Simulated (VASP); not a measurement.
KTaGa3:

```xyz
5
Lattice="4.4847 0.0000 0.0000 0.0000 4.4847 0.0000 0.0000 0.0000 4.4847" Properties=species:S:1:pos:R:3 pbc="T T T"
K     0.0000    0.0000    0.0000
Ta    2.2423    2.2423    2.2423
Ga    2.2423    2.2423    0.0000
Ga    0.0000    2.2423    2.2423
Ga    2.2423    0.0000    2.2423
```

The cell was built by a generator and needn't be a form met in nature.

Base run:

```yaml
Program: VASP 6.6.1
Functional: PBE
Potentials_or_basis: VASP PAW PBE potentials, release 64 (K_sv, Ta_pv, Ga_d)
Cutoff: 520 eV
k_mesh: 4 × 4 × 4
Occupations: gaussian, width 0.018 eV
Spin: non-collinear spin, zero start, spin-orbit coupling
Starting_moments: "[[0.0, 0.0, 0.0], [0.0, 0.0, 0.0], [0.0, 0.0, 0.0], [0.0, 0.0, 0.0], [0.0, 0.0, 0.0]] μB"
```

Its results: pressure 44.7 GPa.

The run is repeated on the same cell with these changes: spin from non-collinear spin, zero start, spin-orbit coupling to no spin polarisation; further incar settings from ALGO = Normal; EDIFF = 1e-06; NBANDS = 74 to ALGO = Normal; EDIFF = 1e-07; NBANDS = 38. What comes out?

Pressure 45.1 GPa.

Caveats: a pressure of tens of GPa on the cell as given is suspect, and the run, the potentials or the cell itself is likely at fault.
